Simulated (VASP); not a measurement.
Crystal: AlC3.

```
Al C
1.0
     3.20793    0.00000    0.00000
     0.00000    3.20793    0.00000
     0.00000    0.00000    3.20793
Al C
1 3
Direct
  0.00000 0.00000 0.00000
  0.00000 0.50000 0.50000
  0.50000 0.00000 0.50000
  0.50000 0.50000 0.00000
```

The cell comes from a database or a generator and needn't be the stable form of this composition.

Base run:

```yaml
Program: VASP 6.6.1
Functional: PBE
Potentials_or_basis: VASP PAW PBE potentials, release 64 (Al, C)
Cutoff: 520 eV
k_mesh: 9 × 9 × 9
Occupations: methfessel-paxton, width 0.01 eV
Spin: no spin polarisation
```

Its results: band gap on the k mesh none (metal or under the smearing width); pressure -0.1 GPa.

Task: The run is repeated on the same cell with these changes: functional from PBE to BLYP. What comes out?

Result: Band gap on the k mesh none (metal or under the smearing width); pressure 9.4 GPa.

BLYP binds less tightly than PBE, so the same cell stands under more pressure.

Caveats: the PAW data sets were made with another functional, which shifts forces and pressure a little (some runs).
